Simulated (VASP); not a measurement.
An input for Ansatz (written as the equivalent of a VASP run, and not itself run):

Ansatz 0.2 input:
```yaml
crystal:
  lattice:
    - [0.0000000, 3.1013424, 3.1013424]
    - [3.1013424, 0.0000000, 3.1013424]
    - [3.1013424, 3.1013424, 0.0000000]
  atoms:
    - { symbol: Ca, position: [0.0000000, 0.0000000, 0.0000000] }
    - { symbol: Se, position: [0.5000000, 0.5000000, 0.5000000] }
kpoints:
  mp_grid: { grid: [8, 8, 8] }
hamiltonian:
  xc: pbe
  pseudopotentials: { kind: paw }
scf:
  occupations: { method: gaussian, width: 0.05 }
  max_iter: 100
output: { forces: true, stress: true, eigenvalues: true }
```

Translate this input to VASP (INCAR, KPOINTS, POSCAR, choice of POTCAR).

This is not unique; one that fits is 
KPOINTS:
```
Regular mesh
0
Gamma
 8 8 8
```

**INCAR**
```
SYSTEM  =  CaSe
GGA  =  PE
PREC  =  Accurate
LMAXMIX  =  4
LWAVE  =  F
LASPH  =  T   ! aspherical one-centre terms
ISMEAR  =  0   ! Gaussian
LREAL  =  F   ! projection in real space or not
ISIF  =  2   ! forces and stress, cell fixed
NELM  =  100
ENCUT  =  480   ! plane-wave cut-off (eV)
LCHARG  =  F
SIGMA  =  0.05   ! width (eV)
EDIFF  =  1E-7
ALGO  =  Normal   ! blocked Davidson
```

File POSCAR:
```
CaSe
6.2026850
  0.0000000000   0.4999999895   0.4999999895
  0.4999999895   0.0000000000   0.4999999895
  0.4999999895   0.4999999895   0.0000000000
Ca Se
1 1
Cart
  0.0000000000   0.0000000000   0.0000000000
  0.4999999895   0.4999999895   0.4999999895
```

POTCAR, in this order: Ca_sv Se (PBE.64 set). Program: vasp_std.

Limits of the translation: each code has its own PAW files, so the cut-off isn't converted (ENCUT is set for VASP's; basis.ecutwfc is left out, and Ansatz then takes the one that its files recommend); Ansatz stops its SCF on the density residual and VASP on the energy change (EDIFF).

The compound is CaSe in the rock salt structure. This cell was strained or had an atom moved on purpose.
